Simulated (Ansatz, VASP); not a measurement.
**LiMg: VASP beside Ansatz**

One calculation is typed for both programs; each brings its own data sets and cutoff. How far apart do they land?

Method: plane waves, with VASP 6.6.1 beside it; single point at LDA, in Ansatz 0.2.0.

**1. Starting point**

The cell holds 10 atoms: 5 Li and 5 Mg. Cell: a = 3.553 Å, b = 4.777 Å, c = 24.555 Å, α = 90.0°, β = 90.0°, γ = 90.0°. It derives from LiMg. The (1 1 0) slab of LiMg, cut from the database cell (so at first; earlier steps may have moved the atoms). Vacuum lies along c.

Coordinates:

```xyz
10
Lattice="3.5526 0.0000 0.0000 0.0000 4.7775 0.0000 0.0000 0.0000 24.5550" Properties=species:S:1:pos:R:3
Li    0.0000    2.3887    7.5000
Li    0.0000    0.0000    9.8887
Li    0.0000    2.3887   12.1852
Li    0.0000    0.0000   14.3603
Li    0.0000    2.3887   16.8728
Mg    1.7763    0.0000    7.5000
Mg    1.7763    2.3887    9.8887
Mg    1.7763    0.0000   12.1470
Mg    1.7763    2.3887   14.5136
Mg    1.7763    0.0000   16.5660
```

**2. VASP: single point, LDA**

A single point gives forces, pressure and levels at one fixed geometry, so differences don't come from the geometry; what else differs is listed under the comparison.

Lines of VASP's logs that name or quote its potential files are left out, and so is its time.

INCAR

```
SYSTEM = LiMg
PREC = Normal
ENCUT = 500
EDIFF = 1E-06
NELM = 120
ISMEAR = 1
SIGMA = 0.1
LREAL = .FALSE.
ALGO = Fast
GGA = CA
NBANDS = 51
LORBIT = 11
LWAVE = .FALSE.
LCHARG = .TRUE.
IDIPOL = 3
LDIPOL = .TRUE.
DIPOL = 0.5 0.5 0.494
LVHAR = .TRUE.
LVACPOTAV = .TRUE.
LELF = .TRUE.
NEDOS = 1500
```

POSCAR

```
LiMg
1.0
    3.5526100000      0.0000000000      0.0000000000
    0.0000000000      4.7774750432      0.0000000000
    0.0000000000      0.0000000000     24.5549500864
Li Mg
5 5
Direct
    0.0000000000      0.5000000000      0.3054374000
    0.0000000000      0.0000000000      0.4027187000
    0.0000000000      0.5000000000      0.4962404550
    0.0000000000      0.0000000000      0.5848217969
    0.0000000000      0.5000000000      0.6871431905
    0.5000000000      0.0000000000      0.3054374000
    0.5000000000      0.5000000000      0.4027187000
    0.5000000000      0.0000000000      0.4946856337
    0.5000000000      0.5000000000      0.5910676949
    0.5000000000      0.0000000000      0.6746507325
```

KPOINTS

```
Automatic mesh
0
Gamma
8 6 1
0 0 0
```

The projector-augmented-wave data sets are Li_sv and Mg_pv (LDA family, release 64).

On the command line:

```bash
> mpirun -np 2 vasp_std
```

Numbers of over 12 decimals in the logs are rounded to 6 here.

The log of the run:

```text
[banner, memory and clock lines left out]
running    2 mpi-ranks, on    1 nodes
 distrk:  each k-point on    2 cores,    1 groups
 distr:  one band on    1 cores,    2 groups

 POSCAR found type information on POSCAR LiMg
 POSCAR found :  2 types and      10 ions
 LDA part: xc-table for (Slater(with rela. corr.)+CA(PZ))
 , standard interpolation
|                                                                             |
|           W    W    AA    RRRRR   N    N  II  N    N   GGGG   !!!           |
|           W    W   A  A   R    R  NN   N  II  NN   N  G    G  !!!           |
|           W    W  A    A  R    R  N N  N  II  N N  N  G       !!!           |
|           W WW W  AAAAAA  RRRRR   N  N N  II  N  N N  G  GGG   !            |
|           WW  WW  A    A  R   R   N   NN  II  N   NN  G    G                |
|           W    W  A    A  R    R  N    N  II  N    N   GGGG   !!!           |
|                                                                             |
|     The number of bands has been changed from the values supplied in        |
|     The orbitals not found in the WAVECAR file will be initialized with     |
|     random numbers, which is usually adequate. For correlated               |
|     calculations, however, you should redo the groundstate calculation.     |
|     I found NBANDS = 51. Now, NBANDS = 52.                                  |
|                                                                             |

 POSCAR, INCAR and KPOINTS ok, starting setup
 FFT: planning ... GRIDC
 FFT: planning ... GRID_SOFT
 FFT: planning ... GRID
 WAVECAR not read
 entering main loop
       N       E                     dE             d eps       ncg     rms          rms(c)
DAV:   1     0.339135962274E+03    0.33914E+03   -0.32201E+04  2672   0.897E+02
DAV:   2     0.141824490496E+02   -0.32495E+03   -0.31561E+03  2324   0.289E+02
DAV:   3    -0.102232299350E+02   -0.24406E+02   -0.24085E+02  2980   0.696E+01
DAV:   4    -0.189665796380E+02   -0.87433E+01   -0.84810E+01  4064   0.232E+01
DAV:   5    -0.197592688478E+02   -0.79269E+00   -0.79236E+00  2800   0.815E+00    0.301E+00
RMM:   6    -0.186557086569E+02    0.11036E+01   -0.43644E-01  2913   0.294E+00    0.188E+00
RMM:   7    -0.188842336253E+02   -0.22852E+00   -0.21937E-01  3175   0.187E+00    0.183E+00
RMM:   8    -0.184139940796E+02    0.47024E+00   -0.67332E-02  3221   0.834E-01    0.103E+00
RMM:   9    -0.182696615255E+02    0.14433E+00   -0.56578E-02  3061   0.784E-01    0.312E-01
RMM:  10    -0.182612445195E+02    0.84170E-02   -0.21614E-02  3213   0.562E-01    0.117E-01
RMM:  11    -0.182611915825E+02    0.52937E-04   -0.57847E-03  3379   0.255E-01    0.563E-02
RMM:  12    -0.182617429748E+02   -0.55139E-03   -0.18929E-03  3427   0.135E-01    0.332E-02
RMM:  13    -0.182622305316E+02   -0.48756E-03   -0.94320E-04  3489   0.792E-02    0.213E-02
RMM:  14    -0.182627121014E+02   -0.48157E-03   -0.48836E-04  3684   0.507E-02    0.975E-03
RMM:  15    -0.182628629983E+02   -0.15090E-03   -0.23301E-04  3374   0.330E-02    0.641E-03
RMM:  16    -0.182630710850E+02   -0.20809E-03   -0.12715E-04  3034   0.230E-02    0.368E-03
WARNING in EDDRMM: call to ZHEGV failed, returncode =   8  4     15
RMM:  17    -0.182631916610E+02   -0.12058E-03   -0.60507E-05  2919   0.170E-02    0.220E-03
RMM:  18    -0.182632766828E+02   -0.85022E-04   -0.31809E-05  2859   0.114E-02    0.156E-03
RMM:  19    -0.182633266631E+02   -0.49980E-04   -0.18006E-05  2844   0.835E-03    0.101E-03
RMM:  20    -0.182633428211E+02   -0.16158E-04   -0.10562E-05  2797   0.647E-03    0.586E-04
RMM:  21    -0.182633460381E+02   -0.32171E-05   -0.61105E-06  2693   0.476E-03    0.362E-04
RMM:  22    -0.182633467239E+02   -0.68577E-06   -0.36205E-06  2588   0.377E-03
|                                                                             |
|           W    W    AA    RRRRR   N    N  II  N    N   GGGG   !!!           |
|           W    W   A  A   R    R  NN   N  II  NN   N  G    G  !!!           |
|           W    W  A    A  R    R  N N  N  II  N N  N  G       !!!           |
|           W WW W  AAAAAA  RRRRR   N  N N  II  N  N N  G  GGG   !            |
|           WW  WW  A    A  R   R   N   NN  II  N   NN  G    G                |
|           W    W  A    A  R    R  N    N  II  N    N   GGGG   !!!           |
|                                                                             |
|     Did not find any points to average over, which means that no vacuum     |
|     field-free region was found. Please increase the size of  your cell     |
|     in the dimension of the dipole correction to obtain accurate            |
|     workfunction values.                                                    |
|                                                                             |

   1 F= -.18263347E+02 E0= -.18265177E+02  d E =0.549193E-02
```

Parts of OUTCAR (step 2):

```text
ion  position               nearest neighbor table
   1  0.000  0.500  0.305-
   2  0.000  0.000  0.403-
   3  0.000  0.500  0.496-
   4  0.000  0.000  0.585-
   5  0.000  0.500  0.687-
   6  0.500  0.000  0.305-
   7  0.500  0.500  0.403-
   8  0.500  0.000  0.495-
   9  0.500  0.500  0.591-
  10  0.500  0.000  0.675-

  LATTYP: Found a simple orthorhombic cell.
 ALAT       =     3.5526100000
 B/A-ratio  =     1.3447789212
 C/A-ratio  =     6.9118057108

 Subroutine GETGRP returns: Found  4 space group operations
 (whereof  4 operations were pure point group operations)

The static configuration has the point symmetry C_2v.

 Found     20 irreducible k-points:

   k-points           NKPTS =     20   k-points in BZ     NKDIM =     20   number of bands    NBANDS=     52

   dimension x,y,z NGX =    20 NGY =   28 NGZ =  140
   dimension x,y,z NGXF=    40 NGYF=   56 NGZF=  280

   ENCUT  =  500.0 eV  36.75 Ry    6.06 a.u.   6.48  8.71 44.77*2*pi/ulx,y,z

   NELECT =      55.0000    total number of electrons

 k-points in reciprocal lattice and weights: Automatic mesh
   0.00000000  0.00000000  0.00000000       0.021
   0.12500000  0.00000000  0.00000000       0.042
   0.25000000  0.00000000  0.00000000       0.042
   0.37500000  0.00000000  0.00000000       0.042
   0.50000000  0.00000000  0.00000000       0.021
   0.00000000  0.16666667  0.00000000       0.042
   0.12500000  0.16666667  0.00000000       0.083
   0.25000000  0.16666667  0.00000000       0.083
   0.37500000  0.16666667  0.00000000       0.083
[...]
0.37500000  0.50000000  0.00000000       0.042
   0.50000000  0.50000000  0.00000000       0.021

 dipolmoment           0.000000      0.000000     -0.012998 electrons x Angstroem

 average (electrostatic) potential at core
       1 -69.6418       2 -69.1698       3 -69.1956       4 -69.1399       5 -69.7303
       6 -48.9634       7 -48.5433       8 -48.5423       9 -48.5068      10 -48.8450

 E-fermi :  -1.0550

 k-point     1 :       0.0000    0.0000    0.0000
  band No.  band energies     occupation
    ...
     23      -5.0422      2.00000
     24      -3.6939      2.00000
     25      -2.1892      2.00000
     26      -1.4674      2.00000
     27      -1.1148      1.83819
     28      -0.8474     -0.01243
     29       0.1316     -0.00000
     30       0.2925     -0.00000
     31       0.9402     -0.00000
     32       1.4834      0.00000
    ...

 k-point     2 :       0.1250    0.0000    0.0000
  band No.  band energies     occupation
    ...
     22      -5.8381      2.00000
     23      -4.8772      2.00000
     24      -3.5277      2.00000
     25      -2.0161      2.00000
     26      -1.2930      2.00389
     27      -0.9385     -0.06973
     28      -0.6732     -0.00000
     29       0.3058     -0.00000
     30       0.4177     -0.00000
     31       0.9597      0.00000
    ...

 k-point     3 :       0.2500    0.0000    0.0000
  band No.  band energies     occupation
    ...
     21      -5.9343      2.00000
     22      -5.3589      2.00000
     23      -4.3882      2.00000
     24      -3.0359      2.00000
     25      -1.5052      2.00000
     26      -0.7697     -0.00041
     27      -0.5712     -0.00000
     28      -0.4119     -0.00000
     29      -0.1503     -0.00000
     30      -0.1000     -0.00000
    ...

  Total       -2.0815902     -1.3333887     -0.9306163      0.0000000      0.0000000      0.0000000
  in kB       -8.0024100     -5.1260441     -3.5776366      0.0000000      0.0000000      0.0000000
  external PRESSURE =      -5.5686969 kB  Pullay stress =       0.0000000 kB

  energy-cutoff  :      500.00
  volume of cell :      416.76
      direct lattice vectors                 reciprocal lattice vectors
     3.552610000  0.000000000  0.000000000     0.281483191  0.000000000  0.000000000
     0.000000000  4.777475043  0.000000000     0.000000000  0.209315588  0.000000000
     0.000000000  0.000000000 24.554950086     0.000000000  0.000000000  0.040724986

 POSITION                                       TOTAL-FORCE (eV/Angst)
 -----------------------------------------------------------------------------------
      0.00000      2.38874      7.50000         0.000000      0.000000      0.015266
      0.00000      0.00000      9.88874         0.000000      0.000000     -0.102998
      0.00000      2.38874     12.18516         0.000000      0.000000      0.012713
      0.00000      0.00000     14.36027         0.000000      0.000000      0.026207
      0.00000      2.38874     16.87277         0.000000      0.000000     -0.024907
      1.77631      0.00000      7.50000         0.000000      0.000000      0.269549
      1.77631      2.38874      9.88874         0.000000      0.000000     -0.166050
      1.77631      0.00000     12.14698         0.000000      0.000000     -0.028339
      1.77631      2.38874     14.51364         0.000000      0.000000     -0.010706
      1.77631      0.00000     16.56602         0.000000      0.000000      0.009265
 -----------------------------------------------------------------------------------
    total drift:                               -0.000000      0.000000      0.014771

  FREE ENERGIE OF THE ION-ELECTRON SYSTEM (eV)
  ---------------------------------------------------
  free  energy   TOTEN  =       -18.2633467239 eV

  energy  without entropy=      -18.2688386567  energy(sigma->0) =      -18.26517737

 vacuum level on the upper side and lower side of the slab         2.563         2.702

 total charge
# of ion       s       p       d       tot
------------------------------------------
    1        2.026   0.060   0.000   2.086
    2        2.030   0.072   0.000   2.102
    3        2.030   0.074   0.000   2.103
    4        2.032   0.077   0.000   2.110
    5        2.025   0.058   0.000   2.084
    6        0.245   6.054   0.004   6.303
    7        0.229   6.078   0.007   6.314
    8        0.227   6.084   0.007   6.318
    9        0.228   6.082   0.007   6.317
   10        0.245   6.064   0.005   6.315
--------------------------------------------------
tot         11.317  30.704   0.030  42.051

[... 3 further parts left out ...]
```

(Continued in part 2 of 2.)

[Lines on the potential files, build, host, timing and source positions are cut from VASP's logs without a mark.]

[Logs are printed without paths, hosts, clocks, repeated set-up lines and the standing remarks that a program may print on its own settings, such as how far it seeks lower states.]

[Hosts, paths, dates, database ids (printed as entryN), source tags and the programs' standing remarks are cut or masked in the printed files.]
